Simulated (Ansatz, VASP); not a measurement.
# Cross-check of B2Pd between VASP and Ansatz

Wanted: the spread between two codes on one cell, functional and k mesh. The cell is generated by rule, not measured, and may not be a known phase. Of the first pair: The two relaxations start from unlike cells of this crystal (the structure described is Ansatz's start), so only their ends are compared.

Main program and level: Ansatz 0.2.0; plane waves, with VASP 6.6.1 beside it; relaxation of cell and atoms at PBEsol.

### 1. The starting structure

It takes space group Fm-3m (No. 225, cubic). Conventional cell: a = 5.225 Å, b = 5.225 Å, c = 5.225 Å, α = 90.00°, β = 90.00°, γ = 90.00°. B has 4 Pd at 2.26 Å nearest. Nearest to Pd lie 8 B at 2.26 Å. Farther neighbours are not listed.

### 2. Ansatz: relaxation of cell and atoms, PBEsol, pair 1

Ansatz runs on norm-conserving files, of PseudoDojo where its log says so.

The relaxed volume is the usual yardstick between codes: in a stiff, nearly cubic crystal its relative difference is about their pressure difference at one cell divided by the bulk modulus.

input.yaml reads:

```yaml
crystal:
  lattice:
    - [0.0, 2.61259, 2.61259]
    - [2.61259, 0.0, 2.61259]
    - [2.61259, 2.61259, 0.0]
  atoms:
    - { symbol: B, position: [0.25, 0.25, 0.25] }
    - { symbol: B, position: [0.75, 0.75, 0.75] }
    - { symbol: Pd, position: [0.0, 0.0, 0.0] }
kpoints:
  mp_grid: { grid: [6, 6, 6] }
hamiltonian:
  xc: pbesol
  pseudopotentials: { kind: nc }
scf:
  occupations: { method: gaussian, width: 0.1 }
output:
  forces: true
  stress: true
  eigenvalues: true
relax:
  adjacent_minimum: "off"
  f_tol: 0.05
  max_steps: 80
  cell: { stress_tol: 0.5 }
```

Started as:

```bash
> ansatz run input.yaml --threads 4 --pin off --max-ram 7168MiB --backend cpu --events-out ev --progress --plain --runs-dir out
```

Numbers of over 12 decimals in the logs are rounded to 6 here.

The log of the run:

```text
The last accepted step is kept in <dir> (removed where the run ends without a failure and the disk answers)
Engine: ansatz 0.2.0, aarch64-unknown-linux-gnu
Pseudopotentials: kind: nc
Pseudopotential: B, nc, valence charge 3, recommended cutoff 1034.032677 eV (normal), B.nc.azcp (PseudoDojo's, or run here from an input of PseudoDojo's: the run reads no file of this project's for it)
Pseudopotential: Pd, nc, valence charge 18, recommended cutoff 1115.666836 eV (normal), Pd.nc.azcp (PseudoDojo's, or run here from an input of PseudoDojo's: the run reads no file of this project's for it)
Functional definition: PBEsol
  exchange = pbesol_x
  correlation = pbesol_c
Crystal: 3 atoms, lattice volume = 35.665 Å³
Basis set: ecut = 1115.666836 eV, 2975 PW (Γ), exchange–correlation on 90×90×90 points (8 copies of the dense FFT grid, shifted against one another)
Bands: 16, of which v1, the nominal top of the filled ones, is band 12 counted from 1 (11 counted from 0)
Symmetry: 48 space group operations
Space group: Fm-3m (ITA 225), of the structure as read, at distance tolerance 3.3e-5 Å
k-points: 16 of 216
Non-local potential: B, projectors of the file, l = 0: 2, l = 1: 2
Non-local potential: Pd, projectors of the file, l = 0: 2, l = 1: 2, l = 2: 2
Initial density: superposition of atomic densities (chi_scale 0.1, normalization cell, long waves kept (reshape's long-wave potential 0.00 eV rms))
Initial wavefunctions: pseudopotential atomic-orbital guess
Functional: x = pbesol(κ = 0.804, μ = 0.123457), c = pbesol(β = 0.046)
SCF iter   1: F=—  HF=-3832.749867 eV  |F-HF|=—  |Δ(HF+E_count)|=         —  Δρ=2.76e-1  dr2=3.64e1  ethr=3.10e-3  ⟨swp⟩=7.6  Hψ=1568  notcnv=0
preconditioner: auto → Kerker (q_TF=auto, 2.554 Å⁻¹)  [metal: Δε(μ)=0.099 eV  Ē_g=7.417 eV  σ=0.100 eV  W_gap=0.49  n_scr=14 (ndim 8)  ℏωp=24.9 eV  f_vac=0.000  D(μ)=2.60/eV (n_scr^D=26)]
SCF iter   2: F=—  HF=-3827.526481 eV  |F-HF|=—  |Δ(HF+E_count)|=    5.22e0  Δρ=9.93e-2  dr2=2.36e0  ethr=3.10e-3  ⟨swp⟩=6.1  Hψ=966  notcnv=0  defer=3
preconditioner: auto → none  [insulator: Δε(μ)=0.194 eV  Ē_g=8.645 eV  σ=0.100 eV  W_gap=0.55  n_scr=14 (ndim 8)  ℏωp=24.9 eV  f_vac=0.003  D(μ)=1.53/eV (n_scr^D=14)  ε∞_Penn≈9.3]
SCF iter   3: F=—  HF=-3827.013589 eV  |F-HF|=—  |Δ(HF+E_count)|=   5.13e-1  Δρ=2.69e-2  dr2=8.50e-2  ethr=3.10e-3  ⟨swp⟩=3.5  Hψ=694  notcnv=0  defer=9
SCF iter   4: F=—  HF=-3826.995118 eV  |F-HF|=—  |Δ(HF+E_count)|=   1.85e-2  Δρ=5.49e-3  dr2=8.28e-3  ethr=3.54e-4  ⟨swp⟩=3.8  Hψ=642  notcnv=0  defer=7
SCF iter   5: F=—  HF=-3826.994090 eV  |F-HF|=—  |Δ(HF+E_count)|=   1.03e-3  Δρ=1.42e-3  dr2=1.06e-3  ethr=3.45e-5  ⟨swp⟩=1.8  Hψ=288  notcnv=0  defer=7
SCF iter   6: F=—  HF=-3826.993930 eV  |F-HF|=—  |Δ(HF+E_count)|=   1.60e-4  Δρ=3.09e-4  dr2=2.40e-5  ethr=4.41e-6  ⟨swp⟩=2.8  Hψ=419  notcnv=0  defer=7
SCF iter   7: F=—  HF=-3826.994033 eV  |F-HF|=—  |Δ(HF+E_count)|=   1.02e-4  Δρ=4.11e-5  dr2=5.45e-7  ethr=1.00e-7  ⟨swp⟩=3.1  Hψ=512  notcnv=0  defer=7
SCF iter   8: F=-3826.994033 eV  HF=-3826.994033 eV  |F-HF|=4.50e-8  |Δ(HF+E_count)|=   1.02e-7  Δρ=1.01e-5  dr2=5.10e-8  ethr=4.17e-10  ⟨swp⟩=13.3  Hψ=1770  notcnv=0
SCF 1 converged in 8 iterations: F = -3826.994033 eV  dr2 = 5.10e-8
relax step   1: F+E_penalty+E_count = -3826.99403282 eV  Δ(F+E_penalty+E_count) = +0.000e0 eV  max|allowed force component| = 1.234e-17 eV/Å  Δτ_max = 0.0000 Å  P = -21.716 GPa  Ω = 35.665 Å³  (8 SCF iters, dr2 threshold 1.00e-7 eV, accepted)
[...]
relax step   2: F+E_penalty+E_count = -3827.32437363 eV  Δ(F+E_penalty+E_count) = -3.303e-1 eV  max|allowed force component| = 1.403e-16 eV/Å  Δτ_max = 0.0000 Å  P = +1.678 GPa  Ω = 31.088 Å³  energy of the carried Pulay correction = +4.801e-4 eV  (8 SCF iters, dr2 threshold 3.00e-7 eV, accepted)
[...]
relax step   3: F+E_penalty+E_count = -3827.32547738 eV  Δ(F+E_penalty+E_count) = -1.104e-3 eV  max|allowed force component| = 1.419e-16 eV/Å  Δτ_max = 0.0000 Å  P = -0.397 GPa  Ω = 31.377 Å³  energy of the carried Pulay correction = +4.479e-4 eV  (5 SCF iters, dr2 threshold 3.00e-7 eV, accepted)
[...]
relax step   4: F+E_penalty+E_count = -3827.32526255 eV  Δ(F+E_penalty+E_count) = +2.148e-4 eV  max|allowed force component| = 1.172e-16 eV/Å  Δτ_max = 0.0000 Å  P = -0.403 GPa  Ω = 31.377 Å³  stress off target by 4.03e-1 GPa  SCF on the basis re-selected at this cell (its energy is not comparable with the rows above)  (4 SCF iters)
basis re-selected at this cell: Δ(F+E_penalty+E_count) = +2.148e-4 eV, ΔP = -0.005 GPa vs the last step (what re-selecting the basis moved, of the pressure what is left beyond the Pulay correction that the steps carried, after the strain that the cell walked since its last selection, with what the two solves' SCF thresholds leave and, on support functions, any second-order correction that the steps lacked; it is no measure of the basis error at this ecutwfc). The dense FFT grid was sized anew with the basis: this SCF ran on 40×40×40 points, the steps before it on 45×45×45, so part of this shift can come from that change (see relax.cell in the input reference). [rest of the remark cut]
SCF converged after 4 iterations
Free energy (F): -3827.325263 eV
Harris-Foulkes:  -3827.325263 eV  (|F-HF|=5.54e-10)
Internal energy: -3827.314425 eV  (E = F + TS)
E sigma→0 (E₀):  -3827.319844 eV
Entropy (-TS):   -0.010838 eV (-3.613 meV/atom)
Fermi energy:    14.238794 eV
--- Per-component energies (eV) ---
  E_band       = -224.640028
  E_kinetic    = 1328.580241
  E_local      = -3042.121703  (includes V_loc(G=0)·N_el)
  E_nonlocal   = 39.335427
  E_hartree    = 999.744585
  E_xc         = -620.696613
  E_vxc        = -549.924141  (∫ρ·V_xc dr)
  E_ewald      = -2532.156363
  E_smearing   = -0.010838  (= −TS)
  E_closure    = 0.000000  (closes the sum)
  Σ components = -3827.325263   (vs F -3827.325263, Δ=0.00e0)
--- Forces (eV/Å), atoms counted from 1 ---
  atom   1  B      0.00000000     0.00000000     0.00000000
  atom   2  B     -0.00000000    -0.00000000    -0.00000000
  atom   3  Pd    -0.00000000     0.00000000    -0.00000000
  max |Σ_I F_I| component: 3.70e-17 eV/Å
--- Stress (GPa, compression-positive) ---
       -0.402858       0.000000       0.000000
        0.000000      -0.402858       0.000000
        0.000000       0.000000      -0.402858
  P = ⅓ Tr σ = -0.4029 GPa (-4.029 kbar)
--- Band table (eV; the first three rows and the last of 16) ---
  k-point 0: bands = [... 8 lower, 10.0873, 10.0873, 15.1475, 18.8850, 18.8850, 18.8850, 19.3914, 19.3914]
  k-point 1: bands = [... 8 lower, 9.9902, 9.9902, 15.4462, 16.7174, 17.8196, 17.8196, 19.2013, 19.4298]
  k-point 2: bands = [... 8 lower, 10.0648, 10.0648, 12.5387, 15.9214, 15.9214, 17.0528, 19.4643, 19.5697]
  k-point 15: bands = [... 8 lower, 9.7379, 10.2964, 11.1647, 11.2187, 13.0878, 18.3512, 20.5201, 21.0352]
--- Relaxed structure (3 steps of the walk, 3 accepted, 1 SCFs on fresh bases) ---
  F+E_penalty+E_count = -3827.32526255 eV   max|allowed force component| = 1.172e-16 eV/Å   (the final SCF, on the basis selected at the relaxed cell)
  cell:  # Å, volume = 31.3766 Å³
    - [0, 2.503371, 2.503371]
    - [2.503371, 0, 2.503371]
    - [2.503371, 2.503371, 0]
  atoms:
    - { symbol: B, position: [0.25, 0.25, 0.25] }
    - { symbol: B, position: [0.750000, 0.750000, 0.750000] }
    - { symbol: Pd, position: [0, 0, 0] }
```

### 3. VASP: relaxation of cell and atoms, PBEsol, pair 1

Its own start cell and the same functional, mesh and smearing now go to VASP, with its own data sets.

Lines of VASP's logs that name or quote its potential files are left out, and so is its time.

INCAR reads:

```
SYSTEM = B2Pd
PREC = Accurate
ENCUT = 500
EDIFF = 1E-07
NELM = 120
ISMEAR = 0
SIGMA = 0.1
LREAL = .FALSE.
ALGO = Normal
GGA = PS
NBANDS = 14
LASPH = .TRUE.
LORBIT = 11
LWAVE = .FALSE.
LCHARG = .FALSE.
ISIF = 3
IBRION = 2
NSW = 80
EDIFFG = -0.005
GGA_COMPAT = .FALSE.
NELMIN = 4
KPAR = 2
```

POSCAR reads:

```
B2Pd
1.0
    0.0000000000      2.5005492330      2.5005492330
    2.5005492330      0.0000000000      2.5005492330
    2.5005492330      2.5005492330      0.0000000000
B Pd
2 1
Direct
    0.2500000000      0.2500000000      0.2500000000
    0.7500000000      0.7500000000      0.7500000000
    0.0000000000      0.0000000000      0.0000000000
```

KPOINTS reads:

```
Automatic mesh
0
Gamma
6 6 6
0 0 0
```

Potentials, in the order of the species: B and Pd (PBE family, release 64).

Started as:

```bash
> mpirun -np 2 vasp_std
```

The log of the run:

```text
[banner, memory and clock lines left out]
running    2 mpi-ranks, on    1 nodes
 distrk:  each k-point on    1 cores,    2 groups
 distr:  one band on    1 cores,    1 groups

 POSCAR found type information on POSCAR B Pd
 POSCAR found :  2 types and       3 ions
|                                                                             |
|               ----> ADVICE to this user running VASP <----                  |
|                                                                             |
|     You enforced a specific xc type in the INCAR file but a different       |
|     [... a line on the potential file left out ...]
|     I HOPE YOU KNOW WHAT YOU ARE DOING!                                     |
|                                                                             |

 LDA part: xc-table for (Slater+PW92), standard interpolation
 POSCAR, INCAR and KPOINTS ok, starting setup
 FFT: planning ... GRIDC
 FFT: planning ... GRID_SOFT
 FFT: planning ... GRID
 WAVECAR not read
 entering main loop
       N       E                     dE             d eps       ncg     rms          rms(c)
DAV:   1     0.570341964787E+02    0.57034E+02   -0.70086E+03   448   0.997E+02
DAV:   2    -0.177223182337E+02   -0.74757E+02   -0.68289E+02   568   0.210E+02
DAV:   3    -0.194301715366E+02   -0.17079E+01   -0.17012E+01   490   0.319E+01
DAV:   4    -0.194415842487E+02   -0.11413E-01   -0.11412E-01   514   0.268E+00
DAV:   5    -0.194417486636E+02   -0.16441E-03   -0.16441E-03   508   0.342E-01    0.173E+01
DAV:   6    -0.181882758242E+02    0.12535E+01   -0.70583E+00   502   0.358E+01    0.614E+00
DAV:   7    -0.178180850745E+02    0.37019E+00   -0.12157E+00   490   0.150E+01    0.361E+00
DAV:   8    -0.177874421396E+02    0.30643E-01   -0.49617E-02   484   0.169E+00    0.119E+00
DAV:   9    -0.177805595494E+02    0.68826E-02   -0.10886E-02   472   0.145E+00    0.805E-02
DAV:  10    -0.177806783682E+02   -0.11882E-03   -0.82217E-04   496   0.234E-01    0.392E-02
DAV:  11    -0.177806866220E+02   -0.82538E-05   -0.17375E-05   524   0.424E-02    0.135E-02
DAV:  12    -0.177806851712E+02    0.14508E-05   -0.31725E-06   472   0.229E-02    0.288E-03
DAV:  13    -0.177806853307E+02   -0.15951E-06   -0.46729E-07   508   0.502E-03    0.559E-04
DAV:  14    -0.177806853405E+02   -0.98005E-08   -0.10933E-08   248   0.868E-04
   1 F= -.17780685E+02 E0= -.17775219E+02  d E =-.177807E+02
 curvature:   0.00 expect dE= 0.000E+00 dE for cont linesearch  0.000E+00
 trial: gam= 0.00000 g(F)=  0.176E-46 g(S)=  0.300E-04 ort = 0.000E+00 (trialstep = 0.100E+01)
 search vector abs. value=  0.300E-04
 bond charge predicted
       N       E                     dE             d eps       ncg     rms          rms(c)
DAV:   1    -0.177809248074E+02   -0.23948E-03   -0.27744E-03   454   0.631E-01    0.110E-01
DAV:   2    -0.177807234977E+02    0.20131E-03   -0.95309E-04   448   0.432E-01    0.404E-02
DAV:   3    -0.177806880032E+02    0.35494E-04   -0.79460E-05   448   0.124E-01    0.161E-02
DAV:   4    -0.177806832151E+02    0.47881E-05   -0.18437E-05   484   0.246E-02    0.354E-03
DAV:   5    -0.177806829295E+02    0.28561E-06   -0.73827E-07   472   0.789E-03    0.166E-03
DAV:   6    -0.177806829216E+02    0.78828E-08   -0.13376E-07   248   0.299E-03
   2 F= -.17780683E+02 E0= -.17775232E+02  d E =0.241893E-05
 trial-energy change:    0.000002  1 .order    0.000001   -0.000030    0.000032
 step:   0.4512(harm=  0.4817)  dis= 0.00000  next Energy=   -17.780692 (dE=-0.665E-05)
 bond charge predicted
       N       E                     dE             d eps       ncg     rms          rms(c)
DAV:   1    -0.177807637847E+02   -0.80855E-04   -0.83527E-04   454   0.346E-01    0.603E-02
DAV:   2    -0.177807018345E+02    0.61950E-04   -0.28911E-04   448   0.238E-01    0.222E-02
DAV:   3    -0.177806923054E+02    0.95291E-05   -0.24240E-05   448   0.683E-02    0.866E-03
DAV:   4    -0.177806923332E+02   -0.27769E-07   -0.55399E-06   472   0.135E-02    0.195E-03
DAV:   5    -0.177806920324E+02    0.30086E-06   -0.22166E-07   464   0.444E-03    0.911E-04
DAV:   6    -0.177806920344E+02   -0.20505E-08   -0.42725E-08   230   0.169E-03
   3 F= -.17780692E+02 E0= -.17775232E+02  d E =-.669387E-05
 curvature:  -0.24 expect dE=-0.260E-07 dE for cont linesearch -0.260E-07
 trial: gam=-0.05644 g(F)=  0.244E-46 g(S)=  0.108E-06 ort = 0.180E-05 (trialstep = 0.890E+00)
 search vector abs. value=  0.490E-09
 reached required accuracy - stopping structural energy minimisation
```

From OUTCAR (step 3):

```text
ion  position               nearest neighbor table
   1  0.250  0.250  0.250-   3 2.17   3 2.17   3 2.17   3 2.17
   2  0.750  0.750  0.750-   3 2.17   3 2.17   3 2.17   3 2.17
   3  0.000  0.000  0.000-   2 2.17   2 2.17   2 2.17   1 2.17   2 2.17   1 2.17   1 2.17   1 2.17

  LATTYP: Found a face centered cubic cell.
 ALAT       =     5.0010984660

 Subroutine GETGRP returns: Found 48 space group operations
 (whereof 48 operations were pure point group operations)

The static configuration has the point symmetry O_h .

 Found     16 irreducible k-points:

   k-points           NKPTS =     16   k-points in BZ     NKDIM =     16   number of bands    NBANDS=     14

   dimension x,y,z NGX =    28 NGY =   28 NGZ =   28
   dimension x,y,z NGXF=    56 NGYF=   56 NGZF=   56

   ENCUT  =  500.0 eV  36.75 Ry    6.06 a.u.   6.45  6.45  6.45*2*pi/ulx,y,z

   NELECT =      16.0000    total number of electrons

 k-points in reciprocal lattice and weights: Automatic mesh
   0.00000000  0.00000000  0.00000000       0.005
   0.16666667  0.00000000  0.00000000       0.037
   0.33333333  0.00000000  0.00000000       0.037
   0.50000000  0.00000000  0.00000000       0.019
   0.16666667  0.16666667  0.00000000       0.028
   0.33333333  0.16666667  0.00000000       0.111
   0.50000000  0.16666667  0.00000000       0.111
  -0.33333333  0.16666667  0.00000000       0.111
  -0.16666667  0.16666667  0.00000000       0.056
[...]
-0.33333333  0.33333333  0.16666667       0.111
  -0.33333333  0.50000000  0.16666667       0.056

 average (electrostatic) potential at core
       1 -25.7096       2 -25.7096       3 -73.9937

 E-fermi :   8.1350

 k-point     1 :       0.0000    0.0000    0.0000
  band No.  band energies     occupation
    ...
      2       1.2591      2.00000
      3       1.2591      2.00000
      4       1.2591      2.00000
      5       3.9816      2.00000
      6       3.9816      2.00000
      7       9.0366      0.00000
      8      12.7737      0.00000
      9      12.7737      0.00000
     10      12.7737      0.00000
     11      13.3120      0.00000
    ...

 k-point     2 :       0.1667    0.0000    0.0000
  band No.  band energies     occupation
    ...
      2       0.9591      2.00000
      3       1.4720      2.00000
      4       1.4720      2.00000
      5       3.8842      2.00000
      6       3.8842      2.00000
      7       9.3441      0.00000
      8      10.6164      0.00000
      9      11.7216      0.00000
     10      11.7216      0.00000
     11      13.0904      0.00000
    ...

 k-point     3 :       0.3333    0.0000    0.0000
  band No.  band energies     occupation
    ...
      3       1.8304      2.00000
      4       1.8304      2.00000
      5       3.9592      2.00000
      6       3.9592      2.00000
      7       6.4401      2.00000
      8       9.8162      0.00000
      9       9.8162      0.00000
     10      10.9390      0.00000
     11      13.3726      0.00000
     12      13.4828      0.00000
    ...

  Total        0.0014975      0.0014975      0.0014975     -0.0000000      0.0000000      0.0000000
  in kB        0.0766828      0.0766828      0.0766828     -0.0000000      0.0000000      0.0000000
  external PRESSURE =       0.0766828 kB  Pullay stress =       0.0000000 kB

  energy-cutoff  :      500.00
  volume of cell :       31.29
      direct lattice vectors                 reciprocal lattice vectors
     0.000000000  2.501001709  2.501001709    -0.199919895  0.199919895  0.199919895
     2.501001709 -0.000000000  2.501001709     0.199919895 -0.199919895  0.199919895
     2.501001709  2.501001709  0.000000000     0.199919895  0.199919895 -0.199919895

 POSITION                                       TOTAL-FORCE (eV/Angst)
 -----------------------------------------------------------------------------------
      1.25050      1.25050      1.25050        -0.000000     -0.000000     -0.000000
      3.75150      3.75150      3.75150         0.000000      0.000000      0.000000
      0.00000      0.00000      0.00000        -0.000000     -0.000000     -0.000000
 -----------------------------------------------------------------------------------
    total drift:                               -0.000000     -0.000000      0.000000

  FREE ENERGIE OF THE ION-ELECTRON SYSTEM (eV)
  ---------------------------------------------------
  free  energy   TOTEN  =       -17.7806920344 eV

  energy  without entropy=      -17.7697727856  energy(sigma->0) =      -17.77523241

 reached required accuracy - stopping structural energy minimisation

 total charge
# of ion       s       p       d       tot
------------------------------------------
    1        0.653   0.951   0.000   1.605
    2        0.653   0.951   0.000   1.605
    3        0.698   1.023   8.551  10.272
--------------------------------------------------
tot          2.005   2.926   8.551  13.482

[... 3 further parts left out ...]
```

### 4. Comparison

Known differences besides the potentials themselves: the data sets hold 24 valence electrons in Ansatz (on norm-conserving files, of PseudoDojo where its log says so) and 16 in VASP; the cutoff is 1115.67 eV in Ansatz and 500 eV in VASP; Ansatz adds a Pulay correction to the stress that steers its cell, VASP none. Total energies have different zeros and are not compared.

The two programs side by side:

| quantity | Ansatz | VASP | difference |
| --- | --- | --- | --- |
| volume (Å³) | 31.38 | 31.29 | +0.28 % |
| edge a after relaxation, in the typed setting (Å) | 3.540 | 3.537 | +0.09 % |

(Part 1 of 2 ends here.)

[Lines on the potential files, build, host, timing and source positions are cut from VASP's logs without a mark.]

[Logs are printed without paths, hosts, clocks, repeated set-up lines and the standing remarks that a program may print on its own settings, such as how far it seeks lower states.]

[Hosts, paths, dates, database ids (printed as entryN), source tags and the programs' standing remarks are cut or masked in the printed files.]
